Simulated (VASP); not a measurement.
# FCdCl in VASP: a series of runs

One molecule, FCdCl, is run at these levels: PBE, r2SCAN0, BEEF-vdW, B3LYP+D3(BJ), r2SCAN0+D4; tasks: electron localisation function, single point.

All numbers are computed with VASP 6.6.1; they aren't measurements. Logs are shortened: lines on timing, memory, paths and dates and some standing lists are left out, and cuts for length are marked.

## Step 1: The structure

The cell holds a molecule in a box, 3 atoms: a = 10.000 Å, b = 14.000 Å, c = 10.000 Å, α = 90.00°, β = 90.00°, γ = 90.00°.

## Step 2: Electron localisation function, PBE

File INCAR:

```
SYSTEM = CdClF
PREC = Accurate
ENCUT = 520
EDIFF = 1E-6
ISMEAR = 0
SIGMA = 0.01
LREAL = .FALSE.
LASPH = .TRUE.
NELM = 60
ALGO = Normal
ISIF = 2
LWAVE = .FALSE.
LCHARG = .TRUE.
GGA = PE
LELF = .TRUE.
```

File KPOINTS:

```
regular mesh
0
G
  1 1 1
  0 0 0
```

File POSCAR:

```
CdClF
1.0
   10.0000000000      0.0000000000      0.0000000000
    0.0000000000     14.0000000000      0.0000000000
    0.0000000000      0.0000000000     10.0000000000
F Cd Cl
1 1 1
Direct
    0.4529200000      0.6467500000      0.4982800000
    0.4975700000      0.5127214300      0.5030100000
    0.5496800000      0.3562500000      0.5085200000
```

Potentials or basis: VASP PAW PBE potentials, release 64 (F, Cd, Cl).

On the command line:

```
$ cat potpaw_PBE.64/F/POTCAR potpaw_PBE.64/Cd/POTCAR potpaw_PBE.64/Cl/POTCAR > POTCAR
$ mpirun -np 1 vasp_gam > vasp.out
```

OUTCAR:

```text
SYSTEM = CdClF
   PREC = Accurate
   ENCUT = 520
   EDIFF = 1E-6
   ISMEAR = 0
   LREAL = .FALSE.
   LASPH = .TRUE.
   NELM = 60
   ISIF = 2
   GGA = PE

 ion  position               nearest neighbor table
   1  0.453  0.647  0.498-   2 1.93
   2  0.498  0.513  0.503-   1 1.93   3 2.25
   3  0.550  0.356  0.509-   2 2.25

  LATTYP: Found a simple tetragonal cell.
 ALAT       =    10.0000000000
 C/A-ratio  =     1.4000000000

  Lattice vectors:

 A1 = ( -10.0000000000,   0.0000000000,   0.0000000000)
 A2 = (   0.0000000000,   0.0000000000,  10.0000000000)
 A3 = (   0.0000000000,  14.0000000000,   0.0000000000)

Analysis of symmetry for initial positions (statically):
=====================================================================
 Subroutine PRICEL returns:
 Original cell was already a primitive cell.

 Routine SETGRP: Setting up the symmetry group for a
 simple tetragonal supercell.

 Subroutine GETGRP returns: Found  1 space group operations
 (whereof  1 operations were pure point group operations)
 out of a pool of 16 trial point group operations.

The static configuration has the point symmetry C_1 .

Analysis of symmetry for dynamics (positions and initial velocities):
=====================================================================
 Subroutine PRICEL returns:
 Original cell was already a primitive cell.

 Routine SETGRP: Setting up the symmetry group for a
 simple tetragonal supercell.

 Subroutine GETGRP returns: Found  1 space group operations
 (whereof  1 operations were pure point group operations)
 out of a pool of 16 trial point group operations.

The dynamic configuration has the point symmetry C_1 .

 Subroutine INISYM returns: Found  1 space group operations
 (whereof  1 operations are pure point group operations),
 and found     1 'primitive' translations

----------------------------------------------------------------------------------------

                                     Primitive cell

  volume of cell :    1400.0000

  direct lattice vectors                    reciprocal lattice vectors
    10.000000000  0.000000000  0.000000000     0.100000000  0.000000000  0.000000000
     0.000000000 14.000000000  0.000000000     0.000000000  0.071428571  0.000000000
     0.000000000  0.000000000 10.000000000     0.000000000  0.000000000  0.100000000

  length of vectors
[... 59 lines left out ...]
   NELM   =     60;   NELMIN=  2; NELMDL= -5     # of ELM steps
   EDIFF  = 0.1E-05   stopping-criterion for ELM
   LREAL  =      F    real-space projection
   EDIFFG = 0.1E-04   stopping-criterion for IOM
   NSW    =      0    number of steps for IOM
   IBRION =     -1    ionic relax: 0-MD 1-quasi-New 2-CG
   NFREE  =      0    steps in history (QN), initial steepest desc. (CG)
   ISIF   =      2    stress and relaxation
   ISYM   =      2    0-nonsym 1-usesym 2-fastsym
   POTIM  = 0.5000    time-step for ionic-motion
   TEBEG  =    0.0;   TEEND  =   0.0 temperature during run
   PSTRESS=    0.0 pullay stress
   NELECT =      26.0000    total number of electrons
   NUPDOWN=      -1.0000    fix difference up-down
   EMIN   =  10.00;   EMAX   =-10.00  energy-range for DOS
   EFERMI =   0.00;   METHOD = LEGACY
   ISMEAR =     0;   SIGMA  =   0.01  broadening in eV -4-tet -1-fermi 0-gaus
   EFERMI_NEDOS =   21; number of points for ismear=-14 and -15
   IALGO  =     38    algorithm
   IMIX   =      4    mixing-type and parameters
     AMIX     =   0.40;   BMIX     =  1.00
     AMIX_MAG =   1.60;   BMIX_MAG =  1.00
  volume/ion in A,a.u.               =     466.67      3149.22
  Fermi-wavevector in a.u.,A,eV,Ry     =   0.433534  0.819261  2.557240  0.187952
  Thomas-Fermi vector in A             =   1.403995
   LORBIT       =      0    0 simple, 1 ext, 2 COOP (PROOUT), +10 PAW based schemes
   GGA     = PE    functional components
   LHFCALC =     F    Hartree Fock is set to
   AEXX    =    0.0000 exact exchange contribution
   IVDW    =     0    specifies the selected vdW correction
   LEPSILON=     F    determine dielectric tensor
   LRPA    =     F    only Hartree local field effects (RPA)
 non-spin polarized calculation
 Gauss-broadening in eV      SIGMA  =   0.01
  energy-cutoff  :      520.00
  volume of cell :     1400.00
 maximum number of plane-waves:     18825
 NGX is ok and might be reduce to    80
   NGX = 37   NGY = 53   NGZ = 37

 number of electron      25.9999996 magnetization

 Free energy of the ion-electron system (eV)
  ---------------------------------------------------
  ext. energy  EPLUGINS =         0.00000000
  ---------------------------------------------------
  free energy    TOTEN  =        -7.62488420 eV

  energy without entropy =       -7.62488420  energy(sigma->0) =       -7.62488420

 E-fermi :  -7.4119     XC(G=0):  -0.8820

 val. band max:       -7.5015951917   @ k =   0.0000   0.0000   0.0000
 cond. band min:      -2.9605042618   @ k =   0.0000   0.0000   0.0000
 fundamental gap:      4.5410909300
 Fermi energy:        -7.4119191725

 k-point     1 :       0.0000    0.0000    0.0000
  band No.  band energies     occupation
      1     -27.3280      2.00000
      2     -20.0539      2.00000
      3     -14.0601      2.00000
      4     -13.8203      2.00000
      5     -13.8201      2.00000
      6     -13.7172      2.00000
[... 9 lines left out ...]
     16      -1.0391      0.00000
     17       0.0199      0.00000

------------------------ aborting loop because EDIFF is reached ----------------------------------------

  FORCE on cell =-STRESS in cart. coord.  units (eV):
  Direction    XX          YY          ZZ          XY          YZ          ZX
  --------------------------------------------------------------------------------------
  -------------------------------------------------------------------------------------
  Total        0.0546414      1.6424270     -0.0376968     -0.4163964     -0.0439304      0.0106050
  in kB        0.0625323      1.8796138     -0.0431407     -0.4765292     -0.0502744      0.0121365
  external PRESSURE =       0.6330018 kB  Pullay stress =       0.0000000 kB

 VOLUME and BASIS-vectors are now :
 -----------------------------------------------------------------------------
  energy-cutoff  :      520.00
  volume of cell :     1400.00
      direct lattice vectors                 reciprocal lattice vectors
    10.000000000  0.000000000  0.000000000     0.100000000  0.000000000  0.000000000
     0.000000000 14.000000000  0.000000000     0.000000000  0.071428571  0.000000000
     0.000000000  0.000000000 10.000000000     0.000000000  0.000000000  0.100000000

 POSITION                                       TOTAL-FORCE (eV/Angst)
 -----------------------------------------------------------------------------------
      4.52920      9.05450      4.98280        -0.155946      0.637102     -0.016696
      4.97570      7.17810      5.03010         0.099244     -0.408059      0.010540
      5.49680      4.98750      5.08520         0.056702     -0.229044      0.006156
 -----------------------------------------------------------------------------------
    total drift:                                0.000027      0.000830     -0.000319

  FREE ENERGIE OF THE ION-ELECTRON SYSTEM (eV)
  ---------------------------------------------------
  free  energy   TOTEN  =        -7.6248842031 eV

  energy  without entropy=       -7.6248842031  energy(sigma->0) =       -7.62488420
```

OSZICAR:

```text
N       E                     dE             d eps       ncg     rms          rms(c)
DAV:   1     0.320317817091E+03    0.32032E+03   -0.65238E+03    34   0.935E+02
DAV:   2     0.890349967613E+02   -0.23128E+03   -0.21913E+03    51   0.190E+02
DAV:   3    -0.383640345962E+01   -0.92871E+02   -0.92507E+02    44   0.148E+02
[... 16 lines left out ...]
DAV:  20    -0.762486830811E+01   -0.35925E-04   -0.25502E-06    34   0.755E-03    0.163E-03
DAV:  21    -0.762487726651E+01   -0.89584E-05   -0.53099E-07    34   0.447E-03    0.721E-04
DAV:  22    -0.762488111301E+01   -0.38465E-05   -0.14697E-07    26   0.167E-03    0.417E-04
DAV:  23    -0.762488336388E+01   -0.22509E-05   -0.78160E-08    34   0.111E-03    0.107E-04
DAV:  24    -0.762488420306E+01   -0.83918E-06   -0.20855E-08    26   0.561E-04
   1 F= -.76248842E+01 E0= -.76248842E+01  d E =-.112176E-36
```

It took 60 s on 1 thread of AMD EPYC 9R45 (Zen 5), shared host; peak memory 1.1 GiB.

What came out:

| Quantity | Value |
| --- | --- |
| Free energy | -7.6249 eV |
| Largest force | 0.656 eV/Å |
| Gap between the frontier levels | 4.54 eV |

Forces in eV/Å, atoms in the order of the input:
```
F   -0.156  0.637 -0.017
Cd   0.099 -0.408  0.011
Cl   0.057 -0.229  0.006
```

Levels at points of the mesh, in eV from the valence-band top:
```tsv
k point	band 10	band 11	band 12	band 13	band 14	band 15	band 16	band 17
(0.00, 0.00, 0.00)	-0.74	-0.74	0.00	0.00	4.54	6.46	6.46	7.52
```

## Step 3: Single point, r2SCAN0

POSCAR is that of step 2.

File INCAR.step1:

```
SYSTEM = CdClF
ALGO = Normal ; EDIFF = 1E-5
ENCUT = 400 ; GGA = PE
ISIF = 2 ; ISMEAR = 0
LASPH = .TRUE. ; LREAL = .FALSE.
LWAVE = .TRUE. ; NBANDS = 20
NELM = 60 ; PREC = Accurate
SIGMA = 0.01
```

File INCAR.step2:

```
SYSTEM = CdClF
AEXX = 0.25 ; ALGO = Normal
EDIFF = 1E-6 ; ENCUT = 400
HFRCUT = -1 ; ISIF = 2
ISMEAR = 0 ; ISTART = 1
LASPH = .TRUE. ; LCHARG = .TRUE.
LELF = .TRUE. ; LHFCALC = .TRUE.
LMIXTAU = .TRUE. ; LREAL = .FALSE.
LVACPOTAV = .TRUE. ; LVHAR = .TRUE.
LWAVE = .FALSE. ; METAGGA = R2SCAN
NBANDS = 20 ; NELM = 60
PREC = Accurate ; PRECFOCK = Fast
SIGMA = 0.01
```

File KPOINTS:

```
k-points
0
G
  1 1 1
  0 0 0
```

Potentials or basis: VASP PAW PBE potentials, release 64 (F_s, Cd, Cl).

On the command line:

```
$ cat potpaw_PBE.64/F_s/POTCAR potpaw_PBE.64/Cd/POTCAR potpaw_PBE.64/Cl/POTCAR > POTCAR
$ cp INCAR.step1 INCAR
$ mpirun -np 1 vasp_gam > vasp.out
$ cp INCAR.step2 INCAR
$ mpirun -np 1 vasp_gam > vasp.out
```

OUTCAR:

```text
SYSTEM = CdClF
   AEXX = 0.25
   EDIFF = 1E-6
   ENCUT = 400
   ISIF = 2
   ISMEAR = 0
   ISTART = 1
   LASPH = .TRUE.
   LHFCALC = .TRUE.
   LREAL = .FALSE.
   METAGGA = R2SCAN
   NELM = 60
   PREC = Accurate
   PRECFOCK = Fast

 ion  position               nearest neighbor table
   1  0.453  0.647  0.498-   2 1.93
   2  0.498  0.513  0.503-   1 1.93   3 2.25
   3  0.550  0.356  0.509-   2 2.25

  LATTYP: Found a simple tetragonal cell.
 ALAT       =    10.0000000000
 C/A-ratio  =     1.4000000000

  Lattice vectors:

 A1 = ( -10.0000000000,   0.0000000000,   0.0000000000)
 A2 = (   0.0000000000,   0.0000000000,  10.0000000000)
 A3 = (   0.0000000000,  14.0000000000,   0.0000000000)

Analysis of symmetry for initial positions (statically):
=====================================================================
 Subroutine PRICEL returns:
 Original cell was already a primitive cell.

 Routine SETGRP: Setting up the symmetry group for a
 simple tetragonal supercell.

 Subroutine GETGRP returns: Found  1 space group operations
 (whereof  1 operations were pure point group operations)
 out of a pool of 16 trial point group operations.

The static configuration has the point symmetry C_1 .

Analysis of symmetry for dynamics (positions and initial velocities):
=====================================================================
 Subroutine PRICEL returns:
 Original cell was already a primitive cell.

 Routine SETGRP: Setting up the symmetry group for a
 simple tetragonal supercell.

 Subroutine GETGRP returns: Found  1 space group operations
 (whereof  1 operations were pure point group operations)
[... 100 lines left out ...]
     AMIX_MAG =   1.60;   BMIX_MAG =  1.00
  volume/ion in A,a.u.               =     466.67      3149.22
  Fermi-wavevector in a.u.,A,eV,Ry     =   0.433534  0.819261  2.557240  0.187952
  Thomas-Fermi vector in A             =   1.403995
   LORBIT       =      0    0 simple, 1 ext, 2 COOP (PROOUT), +10 PAW based schemes
   METAGGA = R2SCAN    functional components
   LHFCALC =     T    Hartree Fock is set to
   PRECFOCK=fast      Normal, Fast or Accurate (Low or Medium for compatibility)
   ENCUT4O =  -1.0   cutoff for four orbital integrals eV
   NKREDX  =     1    reduce k-point grid by
   NKREDY  =     1    reduce k-point grid by
   NKREDZ  =     1    reduce k-point grid by
   AEXX    =    0.2500 exact exchange contribution
   HFSCREEN=    0.0000 screening length (either q_TF or 0.3 A-1)
   HFSCREENC=   0.0000 screening length for correlation (either q_TF or 0.3 A-1)
   ENCUTFOCK=  -1.0 apply spherical cutoff to Coloumb kernel
   IVDW    =     0    specifies the selected vdW correction
   LEPSILON=     F    determine dielectric tensor
   LRPA    =     F    only Hartree local field effects (RPA)
 non-spin polarized calculation
 Gauss-broadening in eV      SIGMA  =   0.01
  energy-cutoff  :      400.00
  volume of cell :     1400.00
 maximum number of plane-waves:     12701
 NGX is ok and might be reduce to    70
  NGX = 36; NGY = 48; NGZ = 36

 number of electron      26.0000005 magnetization

 Free energy of the ion-electron system (eV)
  ---------------------------------------------------
  ext. energy  EPLUGINS =         0.00000000
  ---------------------------------------------------
  free energy    TOTEN  =       -29.72328779 eV

  energy without entropy =      -29.72328779  energy(sigma->0) =      -29.72328779

 E-fermi :  -9.0428     XC(G=0):  -0.5482

 val. band max:       -9.1143089092   @ k =   0.0000   0.0000   0.0000
 cond. band min:      -1.9081680579   @ k =   0.0000   0.0000   0.0000
 fundamental gap:      7.2061408513
 Fermi energy:        -9.0427796434

 k-point     1 :       0.0000    0.0000    0.0000
  band No.  band energies     occupation
      1     -31.6938      2.00000
      2     -23.0792      2.00000
      3     -16.5319      2.00000
      4     -16.4072      2.00000
      5     -16.4070      2.00000
      6     -16.3562      2.00000
[... 12 lines left out ...]
     19       1.0291      0.00000
     20       1.4096      0.00000

------------------------ aborting loop because EDIFF is reached ----------------------------------------

  FORCE on cell =-STRESS in cart. coord.  units (eV):
  Direction    XX          YY          ZZ          XY          YZ          ZX
  --------------------------------------------------------------------------------------
  -------------------------------------------------------------------------------------
  Total       -0.2861439      0.2403502     -0.3001352     -0.1288647     -0.0148171      0.0034545
  in kB       -0.3274666      0.2750597     -0.3434785     -0.1474743     -0.0169568      0.0039533
  external PRESSURE =      -0.1319618 kB  Pullay stress =       0.0000000 kB

 VOLUME and BASIS-vectors are now :
 -----------------------------------------------------------------------------
  energy-cutoff  :      400.00
  volume of cell :     1400.00
      direct lattice vectors                 reciprocal lattice vectors
    10.000000000  0.000000000  0.000000000     0.100000000  0.000000000  0.000000000
     0.000000000 14.000000000  0.000000000     0.000000000  0.071428571  0.000000000
     0.000000000  0.000000000 10.000000000     0.000000000  0.000000000  0.100000000

 POSITION                                       TOTAL-FORCE (eV/Angst)
 -----------------------------------------------------------------------------------
      4.52920      9.05450      4.98280        -0.078897      0.258170      0.002213
      4.97570      7.17810      5.03010         0.073546     -0.273632      0.002854
      5.49680      4.98750      5.08520         0.005351      0.015463     -0.005068
 -----------------------------------------------------------------------------------
    total drift:                               -0.008561     -0.010749      0.007511

  FREE ENERGIE OF THE ION-ELECTRON SYSTEM (eV)
  ---------------------------------------------------
  free  energy   TOTEN  =       -29.7232877893 eV

  energy  without entropy=      -29.7232877893  energy(sigma->0) =      -29.72328779
```

OSZICAR.step1:

```text
N       E                     dE             d eps       ncg     rms          rms(c)
DAV:   1     0.159387271705E+03    0.15939E+03   -0.73131E+03    56   0.654E+02
DAV:   2     0.312564568034E+02   -0.12813E+03   -0.12147E+03    56   0.160E+02
DAV:   3    -0.631326195879E+01   -0.37570E+02   -0.37467E+02    44   0.677E+01
[... 14 lines left out ...]
DAV:  18    -0.759445961274E+01   -0.15261E-03   -0.14340E-05    40   0.151E-02    0.497E-03
DAV:  19    -0.759454687475E+01   -0.87262E-04   -0.52703E-06    32   0.862E-03    0.439E-03
DAV:  20    -0.759458609922E+01   -0.39224E-04   -0.23463E-06    32   0.588E-03    0.209E-03
DAV:  21    -0.759459780706E+01   -0.11708E-04   -0.44885E-07    32   0.242E-03    0.866E-04
DAV:  22    -0.759460378237E+01   -0.59753E-05   -0.22114E-07    32   0.151E-03
   1 F= -.75946038E+01 E0= -.75946038E+01  d E =-.120763E-37
```

Wall time 5.1 min (1 thread of AMD EPYC 9R45 (Zen 5), shared host); peak memory 1 GiB.

What came out:

```
Free energy                     : -29.7233 eV
Largest force                   : 0.283 eV/Å
Gap between the frontier levels : 7.21 eV
```

Forces on the atoms (eV/Å):
```
F   -0.079  0.258  0.002
Cd   0.074 -0.274  0.003
Cl   0.005  0.015 -0.005
```

Caveat: the PAW data sets were made with another functional, which shifts forces and pressure a little.

## Step 4: Single point, BEEF-vdW

File INCAR:

```
SYSTEM = CdClF
  PREC = Accurate
  ENCUT = 900
  EDIFF = 1E-7
  ISMEAR = 0
  SIGMA = 0.01
  LREAL = .FALSE.
  LASPH = .TRUE.
  NELM = 80
  ALGO = Normal
  ISIF = 2
  LWAVE = .FALSE.
  LCHARG = .FALSE.
  GGA = BF
  LUSE_VDW = .TRUE.
  ZAB_VDW = -1.8867
```

File KPOINTS:

```
Automatic mesh
0
G
  1 1 1
  0 0 0
```

POSCAR is that of step 3.

Potentials or basis: VASP PAW PBE potentials, release 64 (F_h, Cd, Cl_h).

On the command line:

```
$ cat potpaw_PBE.64/F_h/POTCAR potpaw_PBE.64/Cd/POTCAR potpaw_PBE.64/Cl_h/POTCAR > POTCAR
$ mpirun -np 1 vasp_gam > vasp.out
```

It took 27 min on 1 thread of AMD EPYC 9R45 (Zen 5), shared host; peak memory 7.7 GiB.

Results (log left out):

```
Free energy                     : -0.9102 eV
Largest force                   : 0.944 eV/Å
Gap between the frontier levels : 4.46 eV
```

Forces on the atoms (eV/Å):
```
F   -0.222  0.917 -0.023
Cd   0.099 -0.406  0.010
Cl   0.124 -0.511  0.013
```

Levels at points of the mesh, in eV from the valence-band top:
```
           k point  band 9  band 10  band 11  band 12  band 13  band 14  band 15  band 16  band 17
(0.00, 0.00, 0.00)   -1.40    -0.75    -0.75     0.00     0.00     4.46     6.30     6.30     7.51
```

Caveat: the cutoff is under 1.25 times the usual one of these potentials, so pressure, stress and relaxed cells hold a basis-set (Pulay) error; the PAW data sets were made with another functional, which shifts forces and pressure a little.

[end of part 1 of 2]
